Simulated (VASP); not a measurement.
Energy against volume of Mg$_{3}$Sb$_{2}$ (a-la2o3). Computed with RPBE GGA, VASP's PBE PAW potentials (set 64) (plane waves; VASP). Run with 520 eV cut-off, 6×6×3 Γ-centred mesh, Gaussian smearing of 0.050 eV, potentials Mg Sb.

Shape and ions are relaxed at each volume.

| V (Å³/atom) | E (eV/atom) |
|---|---|
| 26.611 | -2.67636 |
| 27.434 | -2.67909 |
| 28.257 | -2.67577 |
| 29.080 | -2.66731 |

Fit these four points and predict the energy of the run at 25.788 Å³/atom.

A cubic in V^(−2/3), the third-order Birch-Murnaghan form, passes through the four points with V0 = 27.37 Å³/atom and B0 = 40 GPa, and gives -2.6665 eV/atom there. The run gave -2.6666 eV/atom, -0.1 meV/atom from the fit; all five points give B0 = 39 GPa.

The compound is Mg3Sb2 in the a-la2o3 structure. It was relaxed first, which changed the volume by +5 %.
